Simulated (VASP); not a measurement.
# A VASP study of AlPbBrO2 (LDA): structure first, properties next, part 2 of 4

Wanted: the relaxed cell of AlPbBrO2 and its properties. The cell is invented: it takes the structure of a Materials Project entry for BiPbBrO2 (space group 107 there), with some of its atoms replaced by other elements, volume scaled by an estimate. It may not be a known or stable phase.

VASP 6.6.1; LDA; plane waves and PAW (Pb_d, Br, Al, O); invented cell.

So far, gap on the k-mesh (eV): step 2 (rough relaxation of the start cell) 2.35. The relaxed cell has a = 3.648, c = 12.615 Å (conventional setting).

### Step 3. Full relaxation (LDA)

Properties are meant for the cell that this level of theory prefers, so cell and atoms are relaxed first (ISIF = 3) until forces and stress are small; EDIFFG sets the threshold.

The input, INCAR:

```
SYSTEM = AlPbBrO2
PREC = Accurate
ENCUT = 520
EDIFF = 1E-06
NELM = 100
ISMEAR = 0
SIGMA = 0.05
LREAL = .FALSE.
ALGO = Normal
GGA = CA
NBANDS = 24
LORBIT = 11
LWAVE = .FALSE.
LCHARG = .FALSE.
KPAR = 2
IBRION = 2
NSW = 60
ISIF = 3
EDIFFG = -0.01
```

The input, POSCAR:

```
AlPbBrO2
1.0
   -1.8239315328      1.8239315328      6.3073266977
    1.8239315328     -1.8239315328      6.3073266977
    1.8239315328      1.8239315328     -6.3073266977
Pb Br Al O
1 1 1 2
Direct
    0.6478232308      0.6478232308      0.0000000000
    0.0036339193      0.0036339193      0.0000000000
    0.2990627397      0.2990627397      0.0000000000
    0.7747395551      0.2747395551      0.5000000000
    0.2747395551      0.7747395551      0.5000000000
```

The input, KPOINTS:

```
Automatic mesh
0
Gamma
9 9 9
0 0 0
```

The projector-augmented-wave data sets are Pb_d, Br, Al and O (LDA family, release 64).

On the command line:

```sh
$ mpirun -np 2 vasp_std
```

The log of the run:

```text
[... set-up lines as in an earlier step ...]
 entering main loop
       N       E                     dE             d eps       ncg     rms          rms(c)
DAV:   1     0.336612397803E+03    0.33661E+03   -0.17596E+04  3600   0.155E+03
DAV:   2     0.390494149394E+01   -0.33271E+03   -0.31759E+03  3904   0.406E+02
DAV:   3    -0.339342706089E+02   -0.37839E+02   -0.36761E+02  4696   0.137E+02
DAV:   4    -0.351610157553E+02   -0.12267E+01   -0.12256E+01  4104   0.274E+01
DAV:   5    -0.352029670576E+02   -0.41951E-01   -0.41945E-01  5000   0.516E+00    0.122E+01
DAV:   6    -0.305073928163E+02    0.46956E+01   -0.18170E+01  5408   0.355E+01    0.488E+00
DAV:   7    -0.303935187842E+02    0.11387E+00   -0.11019E+00  3984   0.718E+00    0.276E+00
DAV:   8    -0.302978389691E+02    0.95680E-01   -0.33995E-01  4664   0.415E+00    0.682E-01
DAV:   9    -0.302857471792E+02    0.12092E-01   -0.47729E-02  5744   0.221E+00    0.257E-01
DAV:  10    -0.302862140675E+02   -0.46689E-03   -0.79248E-03  4544   0.634E-01    0.139E-01
DAV:  11    -0.302861861412E+02    0.27926E-04   -0.72233E-04  4744   0.186E-01    0.528E-02
DAV:  12    -0.302861863209E+02   -0.17972E-06   -0.47398E-05  4624   0.614E-02    0.645E-03
DAV:  13    -0.302861862748E+02    0.46100E-07   -0.12417E-05  4712   0.247E-02    0.438E-03
DAV:  14    -0.302861862107E+02    0.64131E-07   -0.10474E-06  2848   0.113E-02
   1 F= -.30286186E+02 E0= -.30286186E+02  d E =-.302862E+02
 curvature:   0.00 expect dE= 0.000E+00 dE for cont linesearch  0.000E+00
 trial: gam= 0.00000 g(F)=  0.143E-03 g(S)=  0.807E-03 ort = 0.000E+00 (trialstep = 0.100E+01)
 search vector abs. value=  0.949E-03
 bond charge predicted
       N       E                     dE             d eps       ncg     rms          rms(c)
DAV:   1    -0.302910575607E+02   -0.48713E-02   -0.16882E-01  4800   0.518E+00    0.433E-01
DAV:   2    -0.302869486529E+02    0.41089E-02   -0.14029E-02  4872   0.133E+00    0.129E-01
DAV:   3    -0.302864076450E+02    0.54101E-03   -0.15240E-03  4816   0.666E-01    0.489E-02
DAV:   4    -0.302863587926E+02    0.48852E-04   -0.36491E-04  5512   0.241E-01    0.281E-02
DAV:   5    -0.302863543774E+02    0.44152E-05   -0.20321E-05  5264   0.429E-02    0.155E-02
DAV:   6    -0.302863527592E+02    0.16182E-05   -0.50197E-06  4280   0.301E-02    0.247E-03
DAV:   7    -0.302863527785E+02   -0.19269E-07   -0.83339E-07  2576   0.923E-03
   2 F= -.30286353E+02 E0= -.30286353E+02  d E =-.166568E-03
[...]
3 F= -.30286475E+02 E0= -.30286475E+02  d E =-.289145E-03
[...]
4 F= -.30286474E+02 E0= -.30286474E+02  d E =-.288127E-03
[...]
5 F= -.30286536E+02 E0= -.30286536E+02  d E =-.618898E-04
 trial-energy change:   -0.000062  1 .order   -0.000065   -0.000085   -0.000045
 step:   1.9439(harm=  1.9439)  dis= 0.00202  next Energy=   -30.286564 (dE=-0.900E-04)
 bond charge predicted
       N       E                     dE             d eps       ncg     rms          rms(c)
DAV:   1    -0.302866899838E+02   -0.15324E-03   -0.13750E-02  3600   0.108E+00    0.759E-02
DAV:   2    -0.302865824630E+02    0.10752E-03   -0.57756E-04  4648   0.219E-01    0.329E-02
DAV:   3    -0.302865564596E+02    0.26003E-04   -0.67086E-05  4952   0.101E-01    0.133E-02
DAV:   4    -0.302865520377E+02    0.44220E-05   -0.15466E-05  5792   0.436E-02    0.562E-03
DAV:   5    -0.302865514422E+02    0.59544E-06   -0.23703E-06  3072   0.147E-02
   6 F= -.30286551E+02 E0= -.30286551E+02  d E =-.771043E-04
 curvature:  -1.05 expect dE=-0.211E-04 dE for cont linesearch -0.124E-06
 trial: gam= 0.30714 g(F)=  0.136E-04 g(S)=  0.646E-05 ort =-0.344E-05 (trialstep = 0.112E+01)
 search vector abs. value=  0.274E-04
 reached required accuracy - stopping structural energy minimisation
```

It took 13 min on 2 MPI ranks of AMD EPYC 7R43, shared host; peak memory 0.79 GiB.

OUTCAR, selected parts (step 3):

```text
  LATTYP: Found a body centered tetragonal cell.
 ALAT       =     3.6478630656
 C/A-ratio  =     3.4580940042

The static configuration has the point symmetry C_4v.

 Found     75 irreducible k-points:

   k-points           NKPTS =     75   k-points in BZ     NKDIM =     75   number of bands    NBANDS=     24

   dimension x,y,z NGX =    54 NGY =   54 NGZ =   54
   dimension x,y,z NGXF=   108 NGYF=  108 NGZF=  108

   ENCUT  =  520.0 eV  38.22 Ry    6.18 a.u.  12.67 12.67 12.67*2*pi/ulx,y,z

   NELECT =      36.0000    total number of electrons

 E-fermi :   4.8269

 k-point     1 :       0.0000    0.0000    0.0000
  band No.  band energies     occupation
    ...
     14       2.9510      2.00000
     15       3.1799      2.00000
     16       3.1799      2.00000
     17       3.5020      2.00000
     18       3.5020      2.00000
     19       7.4874      0.00000
     20       8.5360      0.00000
     21      10.7234      0.00000
     22      10.7234      0.00000
     23      11.2230      0.00000
    ...

 k-point     2 :       0.1111    0.0000    0.0000
  band No.  band energies     occupation
    ...
     14       2.6752      2.00000
     15       3.0691      2.00000
     16       3.2252      2.00000
     17       3.5332      2.00000
     18       3.8235      2.00000
     19       7.4749      0.00000
     20       8.8943      0.00000
     21      10.2718      0.00000
     22      10.7565      0.00000
     23      11.1131      0.00000
    ...

  Total        0.0180617      0.0180617     -0.0041289      0.0000000      0.0000000      0.0000000
  in kB        0.3443522      0.3443522     -0.0787181      0.0000000      0.0000000      0.0000000
  external PRESSURE =       0.2033288 kB  Pullay stress =       0.0000000 kB

  energy-cutoff  :      520.00
  volume of cell :       84.04
      direct lattice vectors                 reciprocal lattice vectors
    -1.826269610  1.826269610  6.299080796     0.000000000  0.273782139  0.079376661
     1.826269610 -1.826269610  6.299080796     0.273782139  0.000000000  0.079376661
     1.826269610  1.826269610 -6.299080796     0.273782139  0.273782139  0.000000000

 POSITION                                       TOTAL-FORCE (eV/Angst)
 -----------------------------------------------------------------------------------
      0.00000      0.00000      8.16025        -0.000000     -0.000000     -0.008798
      0.00000      0.00000      0.04820         0.000000      0.000000      0.003766
      0.00000      0.00000      3.76984        -0.000000     -0.000000     -0.009344
      0.00000      1.82627      3.45947         0.000000     -0.000000      0.007188
      1.82627      0.00000      3.45947        -0.000000      0.000000      0.007188
 -----------------------------------------------------------------------------------
    total drift:                                0.000000      0.000000     -0.000029

  FREE ENERGIE OF THE ION-ELECTRON SYSTEM (eV)
  ---------------------------------------------------
  free  energy   TOTEN  =       -30.2865514422 eV

  energy  without entropy=      -30.2865514422  energy(sigma->0) =      -30.28655144

 total charge
# of ion       s       p       d       tot
------------------------------------------
    1        1.497   0.535   9.878  11.909
    2        1.620   3.224   0.014   4.859
    3        0.319   0.363   0.000   0.682
    4        1.550   3.508   0.000   5.058
    5        1.550   3.508   0.000   5.058
--------------------------------------------------
tot          6.536  11.138   9.892  27.566

[... 2 parts as in an earlier step ...]

[... 7 further parts left out ...]
```

Step by step:

| step | energy less that of the first step (eV) | largest force (eV/Å) | pressure (GPa) | volume (Å³) |
| --- | --- | --- | --- | --- |
| 1 | 0.0000 | 0.0407 | 0.26 | 83.93 |
| 2 | -0.0002 | 0.0235 | -0.26 | 84.27 |
| 3 | -0.0003 | 0.0201 | -0.08 | 84.13 |
| 4 | -0.0003 | 0.0204 | -0.06 | 84.12 |
| 5 | -0.0004 | 0.0121 | -0.02 | 84.08 |
| 6 | -0.0004 | 0.0093 | 0.02 | 84.04 |

| conventional cell, symmetrised | before | after | change |
| --- | --- | --- | --- |
| a (Å) | 3.648 | 3.653 | +0.1 % |
| b (Å) | 3.648 | 3.653 | +0.1 % |
| c (Å) | 12.615 | 12.598 | -0.1 % |
| volume (Å³/atom) | 16.79 | 16.81 | +0.1 % |

The relaxed structure:

```xyz
5
Lattice="-1.8263 1.8263 6.2991 1.8263 -1.8263 6.2991 1.8263 1.8263 -6.2991" Properties=species:S:1:pos:R:3 pbc="T T T"
Pb    0.0000    0.0000    8.1603
Br    0.0000    0.0000    0.0482
Al    0.0000    0.0000    3.7698
O     0.0000    1.8263    3.4595
O     1.8263    0.0000    3.4595
```

Numbers from this step:

```
irreducible k-points            : 75
Fermi energy                    : 4.827 eV
pressure                        : 0.02033 GPa
valence top at k                : -0.2222, 0.2222, 0
conduction bottom at k          : -0.4444, -0.4444, 0.4444
least direct gap at k           : -0.4444, -0.4444, 0.4444
SCF cycles over all ionic steps : 39
gap on the k-mesh               : 2.308 eV
least direct gap on the k-mesh  : 2.575 eV
```

It ends with a largest force of 0.009 eV/Å and a pressure of 0.02 GPa.

### Step 4. Density, ELF and potential (LDA)

A single point on the relaxed cell gives a clean self-consistent state, with density, ELF and potential written out.

INCAR: that of step 3 with these lines changed.

```diff
@@ -13,7 +13,5 @@
 LWAVE = .FALSE.
-LCHARG = .FALSE.
-KPAR = 2
-IBRION = 2
-NSW = 60
-ISIF = 3
-EDIFFG = -0.01
+LCHARG = .TRUE.
+ISIF = 2
+LELF = .TRUE.
+LVHAR = .TRUE.
```

The input, POSCAR:

```
AlPbBrO2
1.0
   -1.8262696103      1.8262696103      6.2990807958
    1.8262696103     -1.8262696103      6.2990807958
    1.8262696103      1.8262696103     -6.2990807958
Pb Br Al O
1 1 1 2
Direct
    0.6477336405      0.6477336405      0.0000000000
    0.0038263149      0.0038263149      0.0000000000
    0.2992374436      0.2992374436      0.0000000000
    0.7746008005      0.2746008005      0.5000000000
    0.2746008005      0.7746008005      0.5000000000
```

KPOINTS is that of step 3.

On the command line:

```sh
$ mpirun -np 2 vasp_std
```

The log of the run:

```text
[banner, memory and clock lines left out]
running    2 mpi-ranks, on    1 nodes
 distrk:  each k-point on    2 cores,    1 groups
 distr:  one band on    1 cores,    2 groups

 POSCAR found type information on POSCAR PbBrAlO
 POSCAR found :  4 types and       5 ions
 LDA part: xc-table for (Slater(with rela. corr.)+CA(PZ))
 , standard interpolation
 POSCAR, INCAR and KPOINTS ok, starting setup
 FFT: planning ... GRIDC
 FFT: planning ... GRID_SOFT
 FFT: planning ... GRID
 WAVECAR not read
 entering main loop
       N       E                     dE             d eps       ncg     rms          rms(c)
DAV:   1     0.338751609440E+03    0.33875E+03   -0.17566E+04  3600   0.156E+03
DAV:   2     0.438846137804E+01   -0.33436E+03   -0.31907E+03  3888   0.408E+02
DAV:   3    -0.339027337598E+02   -0.38291E+02   -0.37258E+02  4736   0.138E+02
DAV:   4    -0.351481720269E+02   -0.12454E+01   -0.12441E+01  4128   0.276E+01
DAV:   5    -0.351892991666E+02   -0.41127E-01   -0.41119E-01  5056   0.512E+00    0.122E+01
DAV:   6    -0.305078451855E+02    0.46815E+01   -0.18136E+01  5440   0.354E+01    0.488E+00
DAV:   7    -0.303938536568E+02    0.11399E+00   -0.11103E+00  3968   0.720E+00    0.276E+00
DAV:   8    -0.302984325665E+02    0.95421E-01   -0.34502E-01  4680   0.417E+00    0.688E-01
DAV:   9    -0.302861854165E+02    0.12247E-01   -0.48496E-02  5752   0.222E+00    0.257E-01
DAV:  10    -0.302866619500E+02   -0.47653E-03   -0.80223E-03  4520   0.636E-01    0.139E-01
DAV:  11    -0.302866344903E+02    0.27460E-04   -0.70894E-04  4752   0.184E-01    0.527E-02
DAV:  12    -0.302866345392E+02   -0.48953E-07   -0.47562E-05  4648   0.623E-02    0.644E-03
DAV:  13    -0.302866345135E+02    0.25751E-07   -0.12535E-05  4696   0.246E-02    0.434E-03
DAV:  14    -0.302866344540E+02    0.59506E-07   -0.10293E-06  2880   0.111E-02
   1 F= -.30286634E+02 E0= -.30286634E+02  d E =-.234249E-17
```

The job ended after 4.8 min (2 MPI ranks; peak memory 0.55 GiB; 9.6 min of CPU time).

Parts of OUTCAR (step 4):

```text
  LATTYP: Found a body centered tetragonal cell.
 ALAT       =     3.6525392206
 C/A-ratio  =     3.4491516260

The static configuration has the point symmetry C_4v.

 Found     75 irreducible k-points:

   ENCUT  =  520.0 eV  38.22 Ry    6.18 a.u.  12.66 12.66 12.66*2*pi/ulx,y,z

   NELECT =      36.0000    total number of electrons

 E-fermi :   4.8271

 k-point     1 :       0.0000    0.0000    0.0000
  band No.  band energies     occupation
    ...
     14       2.9511      2.00000
     15       3.1801      2.00000
     16       3.1801      2.00000
     17       3.5021      2.00000
     18       3.5021      2.00000
     19       7.4873      0.00000
     20       8.5360      0.00000
     21      10.7234      0.00000
     22      10.7234      0.00000
     23      11.2230      0.00000
    ...

 k-point     2 :       0.1111    0.0000    0.0000
  band No.  band energies     occupation
    ...
     14       2.6753      2.00000
     15       3.0693      2.00000
     16       3.2254      2.00000
     17       3.5333      2.00000
     18       3.8236      2.00000
     19       7.4749      0.00000
     20       8.8943      0.00000
     21      10.2718      0.00000
     22      10.7566      0.00000
     23      11.1131      0.00000
    ...

  Total        0.0158527      0.0158527      0.0000009      0.0000000     -0.0000000      0.0000000
  in kB        0.3022368      0.3022368      0.0000167      0.0000000     -0.0000000      0.0000000
  external PRESSURE =       0.2014968 kB  Pullay stress =       0.0000000 kB

 POSITION                                       TOTAL-FORCE (eV/Angst)
 -----------------------------------------------------------------------------------
      0.00000      0.00000      8.16025         0.000000      0.000000     -0.008875
      0.00000      0.00000      0.04820        -0.000000     -0.000000      0.004090
      0.00000      0.00000      3.76984        -0.000000     -0.000000     -0.009256
      0.00000      1.82627      3.45947         0.000000     -0.000000      0.007021
      1.82627      0.00000      3.45947        -0.000000      0.000000      0.007021
 -----------------------------------------------------------------------------------
    total drift:                               -0.000000     -0.000000     -0.000864

  FREE ENERGIE OF THE ION-ELECTRON SYSTEM (eV)
  ---------------------------------------------------
  free  energy   TOTEN  =       -30.2866344540 eV

  energy  without entropy=      -30.2866344540  energy(sigma->0) =      -30.28663445

 total charge
# of ion       s       p       d       tot
------------------------------------------
    1        1.497   0.535   9.878  11.909
    2        1.620   3.224   0.014   4.858
    3        0.319   0.363   0.000   0.682
    4        1.550   3.508   0.000   5.058
    5        1.550   3.508   0.000   5.058
--------------------------------------------------
tot          6.536  11.138   9.892  27.566

[... 5 parts as in an earlier step ...]

[... 6 further parts left out ...]
```

This step gave:

- SCF cycles: 14
- pressure: 0.02015 GPa

Valence electrons inside each PAW sphere by angular momentum. Sphere charges, by row:

| atom | s (e) | p (e) | d (e) | tot (e) |
| --- | --- | --- | --- | --- |
| Pb1 | 1.497 | 0.535 | 9.878 | 11.91 |
| Br2 | 1.62 | 3.224 | 0.014 | 4.858 |
| Al3 | 0.319 | 0.363 | 0 | 0.682 |
| O4 | 1.55 | 3.508 | 0 | 5.058 |
| O5 | 1.55 | 3.508 | 0 | 5.058 |

Electrostatic potential energy in the ac plane of the conventional cell at fractional y = 0.000, with atoms of Pb and Br and Al and O within 0.2 Å of it. With pseudopotentials it is smooth inside the atoms' cores, unlike the true potential.

Ten even steps from '_' (-73 eV) to '@' (6 eV), each cell a mean:
```
::::==##@@@@@@@@@@@@%%**--::
####%%@@@@@@@@@@@@@@@@@@%%##
@@@@@@@@@@@@@@@@@@@@@@@@@@@@
@@@@@@@@@@@@@@@@@@@@@@@@@@@@
@@@@@@@@@@##====++%%@@@@@@@@
@@@@@@@@@@++::::--##@@@@@@@@
****##%%@@%%####%%@@@@%%##**
____::**%%@@@@@@@@@@##==..__
____..==%%@@@@@@@@%%##--____
..::==##%%@@@@@@@@@@%%**--::
%%%%@@@@@@@@@@@@@@@@@@@@%%%%
@@@@@@@@@@@@@@@@@@@@@@@@@@@@
@@@@@@@@@@@@@@@@@@@@@@@@@@@@
@@@@@@@@@@@@@@@@@@@@@@@@@@@@
%%%%@@@@@@@@@@@@@@@@@@@@%%%%
--==##%%@@@@@@@@@@@@@@%%**==
____--##%%##====++%%%%**::__
..::**%%%%==::::::**%%##==::
%%%%%%@@@@%%####%%@@@@@@%%%%
@@@@@@@@@@@@@@@@@@@@@@@@@@@@
@@@@@@@@@@@@@@@@@@@@@@@@@@@@
@@@@@@@@@@@@@@@@@@@@@@@@@@@@
--==**%%@@@@@@@@@@@@@@%%++==
::::::**@@@@@@@@@@@@%%++::::
```
Columns run along a (3.7 Å; values clipped at the 3rd and 97th percentile), rows up along c (12.6 Å), edges of the conventional cell, whose origin can differ from the input's. Atoms in or near the plane, at fractional coordinates: Pb at (0.00, 0.65), Br at (0.00, 0.00), Al at (0.00, 0.30), O at (0.50, 0.77), O at (0.50, 0.27).

ELF in the ac plane of the conventional cell at fractional y = 0.000, with atoms of Pb and Br and Al and O within 0.2 Å of it. It is the smooth field of the valence electrons, not physical close to the nuclei.

Ten even steps from '_' (0.01) to '@' (0.87), each cell a mean:
```
%%@@@@@@%%++..__::##@@@@@@%%
@@@@%%##++::____..--**%%@@@@
====--............__..::--==
______..--++******==::______
____..==%%@@%%##%%%%##--____
..__..==%%@@##++%%@@##--..__
==----::==##%%%%##**--::----
::::====--::::--::::--==--::
==::--++==::..__..--++++::::
====++++--..______::==++++==
++====::..__________..--==++
......__________________....
____________________________
____________________________
............................
____::++************++==..__
____==##@@@@%%##%%@@%%**::__
____==##@@%%##++##@@%%**::__
__..::==**##%%%%%%##++--..__
______....::------::..______
--::....______________..::--
%%%%**++::..______..--++##%%
@@@@@@%%##--..__..==##@@@@@@
++##@@@@@@++..__::##@@@@@@##
```
Columns run along a (3.7 Å), rows up along c (12.6 Å), edges of the conventional cell, whose origin can differ from the input's. Atoms in or near the plane, at fractional coordinates: Pb at (0.00, 0.65), Br at (0.00, 0.00), Al at (0.00, 0.30), O at (0.50, 0.77), O at (0.50, 0.27).

Valence density in the ac plane of the conventional cell at fractional y = 0.000, with atoms of Pb and Br and Al and O within 0.2 Å of it. It is the smooth field of the valence electrons, not physical close to the nuclei.

Ten steps, logarithmic in the rise over the least value, from '0' (-0.1 e/Å³) to '9' (7.4 e/Å³), each cell a mean:
```
55654322234565
55433222223445
33222222222223
22223444433222
22235788864322
22345899975332
65444566654455
98754333334689
99864322235789
87653322234577
44332222223344
22222222222222
22222222222222
22222222222222
22222222222222
22233444443322
12345788865432
22346899975432
22334566654322
22222333332222
22222222222222
44332222223334
65543322234556
04654322235653
```
Columns run along a (3.7 Å), rows up along c (12.6 Å), edges of the conventional cell, whose origin can differ from the input's. Atoms in or near the plane, at fractional coordinates: Pb at (0.00, 0.65), Br at (0.00, 0.00), Al at (0.00, 0.30), O at (0.50, 0.77), O at (0.50, 0.27).

In this run the pressure is 0.02 GPa, small enough to go on.

(Part 2 of 4 ends here.)

[Lines on the potential files, build, host, timing and source positions are cut from VASP's logs without a mark.]

[Logs are printed without paths, hosts, clocks, repeated set-up lines and the standing remarks that a program may print on its own settings, such as how far it seeks lower states.]

[Hosts, paths, dates, database ids (printed as entryN), source tags and the programs' standing remarks are cut or masked in the printed files.]

[A measured line is paired with the nearest computed mode of its activity, which favours agreement.]
